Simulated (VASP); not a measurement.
Input:

```xyz
8
Lattice="0.0000 3.2282 3.2282 3.2282 0.0000 3.2282 12.8944 12.8944 0.0185" Properties=species:S:1:pos:R:3 pbc="T T T"
Mg     3.2394     3.2394     6.4452
Mg     6.4526     6.4526     6.4602
Mg     6.4464     6.4464     0.0100
Te     1.6136     1.6136     1.6146
Te     4.8348     4.8348     1.6217
Te     8.0435     8.0435     1.6411
Te    11.2966    11.2966     1.6162
Cd     9.6643     9.6643     0.0203
```

Calculation: PBEsol GGA, VASP's PBE PAW potentials (set 64) (plane waves; VASP). Run with 400 eV cut-off, 7×7×2 Γ-centred mesh, tetrahedra with Blöchl corrections, potentials Mg Te Cd.

The cores are frozen, which limits the accuracy of field gradients.

**Question.** Give the principal components of the electric field gradient (V/Å²) and the asymmetry η at each nucleus.

**Answer.** 
```json
[
 {"atom": "Mg1", "Vxx": "0.0", "Vyy": "0.0", "Vzz": "-0.1", "η": "-"},
 {"atom": "Mg2", "Vxx": "0.0", "Vyy": "0.0", "Vzz": "-0.1", "η": "-"},
 {"atom": "Mg3", "Vxx": "-0.3", "Vyy": "-0.3", "Vzz": "0.7", "η": "0.00"},
 {"atom": "Te4", "Vxx": "0.7", "Vyy": "0.7", "Vzz": "-1.4", "η": "0.00"},
 {"atom": "Te5", "Vxx": "1.7", "Vyy": "1.7", "Vzz": "-3.5", "η": "0.00"},
 {"atom": "Te6", "Vxx": "-49.1", "Vyy": "-49.1", "Vzz": "98.2", "η": "0.00"},
 {"atom": "Te7", "Vxx": "46.6", "Vyy": "46.6", "Vzz": "-93.1", "η": "0.00"},
 {"atom": "Cd8", "Vxx": "0.6", "Vyy": "0.6", "Vzz": "-1.1", "η": "0.00"}
]
```

The structure was generated: CdMg3Te4 was put into an ordered model structure (R3m), which need not be its known phase. It was relaxed first.
